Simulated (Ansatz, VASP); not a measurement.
# BN (6H polytype (invented)): VASP beside Ansatz, part 2 of 2

Aim: how closely do two programs agree when they are given the same cell, functional and k mesh? The cell is generated by rule, not measured, and may not be a known phase. The cell is taken from a series of runs on this material, whose earlier steps may have relaxed, scaled, displaced or heated it; both programs get it as it stands.

VASP 6.6.1 and Ansatz 0.2.0.

So far: Set-up; Ansatz: single point, r2SCAN.

### Step 3. VASP: single point, r2SCAN

Level of this step: r2SCAN; plane waves and PAW (B, N); invented cell (VASP).

The same cell, functional, mesh and smearing now go to VASP, with its own data sets.

Lines of VASP's logs that name or quote its potential files are left out, and so is its time.

INCAR

```
SYSTEM = BN
PREC = Accurate
ENCUT = 580
EDIFF = 1E-06
NELM = 120
ISMEAR = 0
SIGMA = 0.01
LREAL = .FALSE.
ALGO = Normal
METAGGA = R2SCAN
LASPH = .TRUE.
NBANDS = 36
LORBIT = 11
LWAVE = .FALSE.
LCHARG = .FALSE.
ISIF = 2
GGA_COMPAT = .FALSE.
EFERMI = MIDGAP
LMIXTAU = .TRUE.
KPAR = 2
```

POSCAR

```
BN
1.0
    2.5487852811      0.0000000000      0.0000000000
   -1.2743926406      2.2073128022      0.0000000000
    0.0000000000      0.0000000000     12.5402358949
B N
6 6
Direct
    0.0000000000      0.0000000000      0.9997152410
    0.3333333333      0.6666666667      0.1671114136
    0.6666666667      0.3333333333      0.3332196143
    0.0000000000      0.0000000000      0.4997152410
    0.6666666667      0.3333333333      0.6671114136
    0.3333333333      0.6666666667      0.8332196143
    0.0000000000      0.0000000000      0.1253853248
    0.3333333333      0.6666666667      0.2917089687
    0.6666666667      0.3333333333      0.4578594376
    0.0000000000      0.0000000000      0.6253853248
    0.6666666667      0.3333333333      0.7917089687
    0.3333333333      0.6666666667      0.9578594376
```

KPOINTS

```
Automatic mesh
0
Gamma
9 9 2
0 0 0
```

Potentials, in the order of the species: B and N (PBE family, release 64).

Command:

```console
mpirun -np 2 vasp_std
```

Numbers of over 12 decimals in the logs are rounded to 6 here.

Output:

```text
[banner, memory and clock lines left out]
running    2 mpi-ranks, on    1 nodes
 distrk:  each k-point on    1 cores,    2 groups
 distr:  one band on    1 cores,    1 groups

 POSCAR found type information on POSCAR B N
 POSCAR found :  2 types and      12 ions
|                                                                             |
|               ----> ADVICE to this user running VASP <----                  |
|                                                                             |
|     You enforced a specific xc type in the INCAR file but a different       |
|     [... a line on the potential file left out ...]
|     I HOPE YOU KNOW WHAT YOU ARE DOING!                                     |
|                                                                             |

 LDA part: xc-table for (None), standard interpolation
 POSCAR, INCAR and KPOINTS ok, starting setup
 FFT: planning ... GRIDC
 FFT: planning ... GRID_SOFT
 FFT: planning ... GRID
 WAVECAR not read
 entering main loop
       N       E                     dE             d eps       ncg     rms          rms(c)
DAV:   1     0.184440698689E+03    0.18444E+03   -0.28282E+04  1728   0.148E+03
DAV:   2    -0.122851395367E+03   -0.30729E+03   -0.29133E+03  2216   0.339E+02
DAV:   3    -0.134380509829E+03   -0.11529E+02   -0.11469E+02  2296   0.646E+01
DAV:   4    -0.134480159750E+03   -0.99650E-01   -0.99471E-01  2312   0.608E+00
DAV:   5    -0.134481541252E+03   -0.13815E-02   -0.13807E-02  2236   0.651E-01    0.163E+01
DAV:   6    -0.123183672809E+03    0.11298E+02   -0.11901E+01  2092   0.172E+01    0.876E+00
DAV:   7    -0.115269384632E+03    0.79143E+01   -0.13525E+00  2040   0.820E+00    0.415E+00
DAV:   8    -0.121055943888E+03   -0.57866E+01   -0.15587E+00  1876   0.919E+00    0.307E+00
DAV:   9    -0.115983499467E+03    0.50724E+01   -0.69203E-01  1888   0.598E+00    0.847E-01
DAV:  10    -0.114986267039E+03    0.99723E+00   -0.42136E-01  2144   0.448E+00    0.298E-01
DAV:  11    -0.114989688028E+03   -0.34210E-02   -0.88469E-03  2264   0.568E-01    0.321E-01
DAV:  12    -0.114980095056E+03    0.95930E-02   -0.80288E-03  1988   0.777E-01    0.337E-01
DAV:  13    -0.114882948501E+03    0.97147E-01   -0.31829E-02  1880   0.133E+00    0.757E-01
DAV:  14    -0.114978388934E+03   -0.95440E-01   -0.30643E-02  1868   0.127E+00    0.707E-01
[...]
DAV:  22    -0.114978002685E+03   -0.16572E-04   -0.77296E-06  1900   0.154E-02    0.737E-03
DAV:  23    -0.114977985497E+03    0.17188E-04   -0.33735E-06  1660   0.931E-03    0.260E-03
DAV:  24    -0.114978000049E+03   -0.14551E-04   -0.60580E-07  1120   0.577E-03    0.303E-03
DAV:  25    -0.114977982055E+03    0.17993E-04   -0.14896E-07  1080   0.389E-03    0.896E-04
DAV:  26    -0.114977985856E+03   -0.38012E-05   -0.62115E-08  1072   0.201E-03    0.763E-04
DAV:  27    -0.114977981915E+03    0.39410E-05   -0.12420E-08  1064   0.619E-04    0.318E-04
DAV:  28    -0.114977983117E+03   -0.12017E-05   -0.25569E-09  1056   0.410E-04    0.855E-05
DAV:  29    -0.114977982778E+03    0.33875E-06   -0.43572E-10  1024   0.146E-04
   1 F= -.11497798E+03 E0= -.11497798E+03  d E =0.000000E+00
```

Parts of OUTCAR (step 3):

```text
ion  position               nearest neighbor table
   1  0.000  0.000  1.000-  12 1.56  12 1.56  12 1.56   7 1.58
   2  0.333  0.667  0.167-   7 1.56   7 1.56   7 1.56   8 1.56
   3  0.667  0.333  0.333-   8 1.56   8 1.56   8 1.56   9 1.56
   4  0.000  0.000  0.500-   9 1.56   9 1.56   9 1.56  10 1.58
   5  0.667  0.333  0.667-  10 1.56  10 1.56  10 1.56  11 1.56
   6  0.333  0.667  0.833-  11 1.56  11 1.56  11 1.56  12 1.56
   7  0.000  0.000  0.125-   2 1.56   2 1.56   2 1.56   1 1.58
   8  0.333  0.667  0.292-   3 1.56   3 1.56   3 1.56   2 1.56
   9  0.667  0.333  0.458-   4 1.56   4 1.56   4 1.56   3 1.56
  10  0.000  0.000  0.625-   5 1.56   5 1.56   5 1.56   4 1.58
  11  0.667  0.333  0.792-   6 1.56   6 1.56   6 1.56   5 1.56
  12  0.333  0.667  0.958-   1 1.56   1 1.56   1 1.56   6 1.56

  LATTYP: Found a hexagonal cell.
 ALAT       =     2.5487852811
 C/A-ratio  =     4.9200832992

 Subroutine GETGRP returns: Found 12 space group operations
 (whereof  6 operations were pure point group operations)

The static configuration has the point symmetry C_3v.
 The point group associated with its full space group is C_6v.

 Found     24 irreducible k-points:

   k-points           NKPTS =     24   k-points in BZ     NKDIM =     24   number of bands    NBANDS=     36

   dimension x,y,z NGX =    20 NGY =   20 NGZ =   98
   dimension x,y,z NGXF=    40 NGYF=   40 NGZF=  196

   ENCUT  =  580.0 eV  42.63 Ry    6.53 a.u.   5.00  5.00 24.62*2*pi/ulx,y,z

   NELECT =      48.0000    total number of electrons

 k-points in reciprocal lattice and weights: Automatic mesh
   0.00000000  0.00000000  0.00000000       0.006
   0.11111111  0.00000000  0.00000000       0.037
   0.22222222 -0.00000000  0.00000000       0.037
   0.33333333  0.00000000  0.00000000       0.037
   0.44444444 -0.00000000  0.00000000       0.037
   0.11111111  0.11111111  0.00000000       0.037
   0.22222222  0.11111111  0.00000000       0.074
   0.33333333  0.11111111  0.00000000       0.074
   0.44444444  0.11111111  0.00000000       0.037
[...]
0.33333333  0.22222222  0.50000000       0.074
   0.33333333  0.33333333  0.50000000       0.012

 average (electrostatic) potential at core
       1 -25.9394       2 -25.8840       3 -25.9068       4 -25.9394       5 -25.8840
       6 -25.9068       7 -63.1850       8 -63.2273       9 -63.2558      10 -63.1850
      11 -63.2273      12 -63.2558

 E-fermi :  10.2717

 k-point     1 :       0.0000    0.0000    0.0000
  band No.  band energies     occupation
    ...
     20       6.7482      2.00000
     21       6.7482      2.00000
     22       7.2609      2.00000
     23       7.3501      2.00000
     24       7.3501      2.00000
     25      16.7273      0.00000
     26      16.7273      0.00000
     27      16.8552      0.00000
     28      17.2842      0.00000
     29      17.4188      0.00000
    ...

 k-point     2 :       0.1111    0.0000    0.0000
  band No.  band energies     occupation
    ...
     20       6.3332      2.00000
     21       6.3379      2.00000
     22       6.3998      2.00000
     23       6.9995      2.00000
     24       7.0953      2.00000
     25      16.3168      0.00000
     26      16.7935      0.00000
     27      16.8325      0.00000
     28      17.2072      0.00000
     29      17.3397      0.00000
    ...

 k-point     3 :       0.2222   -0.0000    0.0000
  band No.  band energies     occupation
    ...
     20       4.7936      2.00000
     21       5.5609      2.00000
     22       5.5992      2.00000
     23       6.3182      2.00000
     24       6.4336      2.00000
     25      15.1769      0.00000
     26      15.5282      0.00000
     27      16.0073      0.00000
     28      17.0676      0.00000
     29      17.5055      0.00000
    ...

  Total        0.6664321      0.6664321      0.6602435     -0.0000000      0.0000000     -0.0000000
  in kB       15.1343461     15.1343461     14.9938067     -0.0000000      0.0000000     -0.0000000
  external PRESSURE =      15.0874997 kB  Pullay stress =       0.0000000 kB

  energy-cutoff  :      580.00
  volume of cell :       70.55
      direct lattice vectors                 reciprocal lattice vectors
     2.548785281  0.000000000  0.000000000     0.392343760  0.226519775  0.000000000
    -1.274392641  2.207312802  0.000000000     0.000000000  0.453039551  0.000000000
     0.000000000  0.000000000 12.540235895     0.000000000  0.000000000  0.079743317

 POSITION                                       TOTAL-FORCE (eV/Angst)
 -----------------------------------------------------------------------------------
      0.00000      0.00000     12.53666        -0.000000      0.000000      0.003244
     -0.00000      1.47154      2.09562        -0.000000      0.000000      0.000173
      1.27439      0.73577      4.17865         0.000000     -0.000000      0.001509
      0.00000      0.00000      6.26655        -0.000000     -0.000000      0.003244
      1.27439      0.73577      8.36573         0.000000     -0.000000      0.000173
     -0.00000      1.47154     10.44877        -0.000000      0.000000      0.001509
      0.00000      0.00000      1.57236        -0.000000      0.000000     -0.002759
     -0.00000      1.47154      3.65810         0.000000      0.000000     -0.000660
      1.27439      0.73577      5.74167         0.000000     -0.000000     -0.001506
      0.00000      0.00000      7.84248         0.000000     -0.000000     -0.002759
      1.27439      0.73577      9.92822         0.000000      0.000000     -0.000660
     -0.00000      1.47154     12.01178        -0.000000      0.000000     -0.001506
 -----------------------------------------------------------------------------------
    total drift:                                0.000000      0.000000     -0.001100

  FREE ENERGIE OF THE ION-ELECTRON SYSTEM (eV)
  ---------------------------------------------------
  free  energy   TOTEN  =      -114.9779827784 eV

  energy  without entropy=     -114.9779827784  energy(sigma->0) =     -114.97798278

 total charge
# of ion       s       p       d       tot
------------------------------------------
    1        0.680   1.338   0.000   2.019
    2        0.682   1.344   0.000   2.026
    3        0.683   1.348   0.000   2.031
    4        0.680   1.338   0.000   2.019
    5        0.682   1.344   0.000   2.026
    6        0.683   1.348   0.000   2.031
    7        1.227   2.791   0.000   4.018
    8        1.226   2.797   0.000   4.024
    9        1.227   2.795   0.000   4.022
   10        1.227   2.791   0.000   4.018
   11        1.226   2.797   0.000   4.024
   12        1.227   2.795   0.000   4.022
--------------------------------------------------
tot         11.452  24.826   0.000  36.278

[... 3 further parts left out ...]
```

The run ends at a pressure of 1.51 GPa, with forces up to 0.0032 eV/Å.

### Step 4. Comparison

Known differences besides the potentials themselves: VASP keeps PBE cores, Ansatz makes them for the functional; the cutoff is 600 eV in Ansatz and 580 eV in VASP. Total energies have different zeros and are not compared.

The two programs side by side:

```
              quantity  Ansatz   VASP  difference
gap on the k mesh (eV)   5.854  5.843      +0.011
```

A gap on the mesh is an upper bound, since the band edges may lie between its points.

### Step 5. Summary of results

```
difference in gap on the k mesh (single point, r2SCAN) : 0.011 eV
```

In words: The difference in gap on the k mesh is 0.011 eV (single point, r2SCAN), within the 0.08 eV picked in this series as the mark of a large difference. Such differences can come from data sets, numerical settings and the points named under the comparisons, not from the functional's error against experiment.

[Lines on the potential files, build, host, timing and source positions are cut from VASP's logs without a mark.]

[Logs are printed without paths, hosts, clocks, repeated set-up lines and the standing remarks that a program may print on its own settings, such as how far it seeks lower states.]

[Hosts, paths, dates, database ids (printed as entryN), source tags and the programs' standing remarks are cut or masked in the printed files.]
